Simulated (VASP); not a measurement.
Set up this calculation in VASP 6.6.1, as the native input.

```yaml
Task: relaxation of cell and atoms
Functional: PBE
Dispersion: D3(BJ)
Potentials_or_basis: VASP PAW PBE potentials, release 64 (Si, Mo_sv)
Cutoff: 520 eV
k_mesh: 18 × 18 × 18
Occupations: gaussian, width 0.1 eV
Spin: no spin polarisation
Further_INCAR_settings: ALGO = Normal; EDIFF = 1e-07; IBRION = 2; EDIFFG = -0.002; NSW = 80; ISIF = 3
```

The structure of Si2Mo lies in POSCAR:

```
Si2Mo
1.0
   -1.6000000000      1.6000000000      3.9305000000
    1.6000000000     -1.6000000000      3.9305000000
    1.6000000000      1.6000000000     -3.9305000000
Si Mo
2 1
Direct
    0.3330000000      0.3330000000      0.0000000000
    0.6670000000      0.6670000000      0.0000000000
    0.0000000000      0.0000000000      0.0000000000
```

These files were run (other wordings do the same):

INCAR

```
SYSTEM = Si2Mo
ALGO     = Normal         ! electronic algorithm
EDIFF    = 1E-7           ! SCF threshold, eV
EDIFFG   = -0.002         ! ionic threshold
ENCUT    = 520            ! plane-wave cutoff, eV
GGA      = PE             ! functional
IBRION   = 2              ! ionic algorithm
ISIF     = 3              ! what is computed and relaxed
ISMEAR   = 0              ! smearing method
IVDW     = 12             ! dispersion correction
KPAR     = 4            
LASPH    = .TRUE.         ! aspherical terms in the spheres
LCHARG   = .FALSE.        ! write CHGCAR
LREAL    = .FALSE.        ! projectors in reciprocal space
LWAVE    = .FALSE.        ! write WAVECAR
NELM     = 60             ! most SCF steps
NSW      = 80             ! ionic steps
PREC     = Accurate       ! precision mode
SIGMA    = 0.1            ! smearing width, eV
```

KPOINTS

```
k-points
0
G
  18 18 18
  0 0 0
```

Potentials or basis: VASP PAW PBE potentials, release 64 (Si, Mo_sv).

The run is started by

```sh
$ cat potpaw_PBE.64/Si/POTCAR potpaw_PBE.64/Mo_sv/POTCAR > POTCAR
$ mpirun -np 4 vasp_std > vasp.out
```

Results of the run:

| Quantity | Value |
| --- | --- |
| Relaxed volume | 13.14 Å³/atom |
| Relaxed cell | a = 4.500 Å, b = 4.500 Å, c = 4.500 Å, α = 138.63°, β = 138.63°, γ = 59.95° |
| Space group after relaxing (to 0.05 Å) | I4/mmm (No. 139) |
| Energy gained by relaxing | 5.5 meV/atom |
| Ionic steps | 11 |
| Pressure after relaxing | 0.0 GPa |
| Band gap on the k mesh | none (metal or under the smearing width) |
| Dispersion energy per atom | -0.589 eV |

Caveat: pairwise dispersion overbinds metals, which lowers pressure and volume.

It took 5.8 min on 4 MPI ranks on AMD EPYC 9R45 96-Core Processor (Zen 5) (shared host), peak memory 0.44 GiB a rank.
